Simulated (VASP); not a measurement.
Consider the following.

```xyz
2
Lattice="2.8521 0.0000 0.0000 -1.4261 2.4700 0.0000 0.0000 0.0000 2.5499" Properties=species:S:1:pos:R:3 pbc="T T T"
Si     0.0000     0.0000     2.5499
C      1.4261     0.8233     1.2750
```

Level of theory: r2SCAN meta-GGA, VASP's PBE PAW potentials (set 64) (plane waves; VASP 6.6.1). Settings: 520 eV cut-off, 16×16×16 Γ-centred mesh, tetrahedra with Blöchl corrections, potentials Si C.

Problem. Give the energies of bands 2 to 6 at the high-symmetry points, in eV from the Fermi level.

Solution. 
```json
[
 {"band": "2", "Γ": "-1.02", "M": "-11.56", "K": "-10.72", "A": "-12.44", "L": "-8.50", "H": "-7.74"},
 {"band": "3", "Γ": "-1.02", "M": "-3.65", "K": "-8.53", "A": "1.26", "L": "-7.54", "H": "-7.16"},
 {"band": "4", "Γ": "-0.68", "M": "1.34", "K": "1.66", "A": "1.26", "L": "-3.79", "H": "-4.24"},
 {"band": "5", "Γ": "4.50", "M": "1.95", "K": "8.54", "A": "8.43", "L": "-0.80", "H": "-2.02"},
 {"band": "6", "Γ": "6.00", "M": "9.88", "K": "9.81", "A": "8.70", "L": "5.31", "H": "-1.67"}
]
```

It has no gap at this level: it comes out as a metal or semimetal.

The structure was generated: SiC was put into the WC type (P-6m2), which need not be its known phase. It was relaxed first, which changed the volume by +30 %.
